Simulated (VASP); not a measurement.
Al3Ga5As8:

```xyz
16
Lattice="-5.6711 5.6711 0.0000 -5.6711 0.0000 5.6711 0.0001 5.6712 5.6712" Properties=species:S:1:pos:R:3 pbc="T T T"
Al  -11.3421   11.3397   11.3397
Al   -8.5092    8.5068   11.3397
Al   -8.5092   11.3397    8.5068
Ga  -11.3407    8.5082    8.5082
Ga   -5.6726    8.5052    8.5052
Ga   -8.5049    5.6729    8.5067
Ga   -8.5049    8.5067    5.6729
Ga   -5.6711    5.6729    5.6729
As   -9.9242    7.0892    7.0892
As   -7.0886    4.2536    7.0892
As   -7.0886    7.0892    4.2536
As   -9.9239    9.9250    9.9250
As   -4.2532    4.2534    4.2534
As   -7.0887    7.0891    9.9249
As   -7.0887    9.9249    7.0891
As   -4.2529    7.0891    7.0891
```

The cell was built by a generator and needn't be a form met in nature.

Base run:

| Quantity | Value |
| --- | --- |
| Program | VASP 6.6.1 |
| Functional | PBEsol |
| Potentials or basis | VASP PAW PBE potentials, release 64 (Al, Ga_d, As) |
| Cutoff | 520 eV |
| k mesh | 6 × 6 × 5 |
| Occupations | gaussian, width 0.03 eV |
| Spin | no spin polarisation |

Its results: band gap on the k mesh 0.73 eV, direct; pressure 0.0 GPa.

The run is repeated on the same cell with these changes: functional from PBEsol to r2SCAN. What comes out?

Band gap on the k mesh 1.25 eV, direct; pressure 0.0 GPa.

r2SCAN gives the wider gap, since meta-GGAs in the generalised Kohn-Sham scheme recover part of the derivative discontinuity.

Caveats: the PAW data sets were made with another functional, which shifts forces and pressure a little.
